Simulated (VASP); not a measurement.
Here is the system:

```xyz
4
Lattice="4.1659 2.0795 2.0795 2.0795 4.1659 2.0795 2.0795 2.0795 4.1659" Properties=species:S:1:pos:R:3 pbc="T T T"
Ni     0.0000     0.0000     0.0000
Ni     4.1624     4.1624     4.1624
O      2.0812     2.0812     2.0812
O      6.2437     6.2437     6.2437
```
Starting moments (μB, in the order of the record's atoms Ni Ni O O): 1.4 -1.4 0.0 0.0.

These are TPSS meta-GGA, VASP's PBE PAW potentials (set 64) (plane waves; VASP) values and carry that method's errors. Numerical set-up: 520 eV cut-off, 10×10×10 Γ-centred mesh, tetrahedra with Blöchl corrections, potentials Ni O.

Estimate the cell moment, energy per atom (σ→0), band gap (over mesh and band path) with the smallest direct gap where there is one.

* **band gap (over mesh and band path)**: 1.33 eV
* **smallest direct gap (over mesh and band path)**: 1.61 eV
* **cell moment**: 0.00 μB
* **energy per atom (σ→0)**: -11.008 eV/atom

Give the moment on each site (PAW-sphere projection).

```
site  moment (μB)
----  -----------
Ni1          1.43
Ni2         -1.43
O3           0.00
O4           0.00
```

Total energies compare only between runs with the same potentials, cut-off and functional.

The compound is NiO in the rock salt, AFM-II order structure. It was relaxed first.
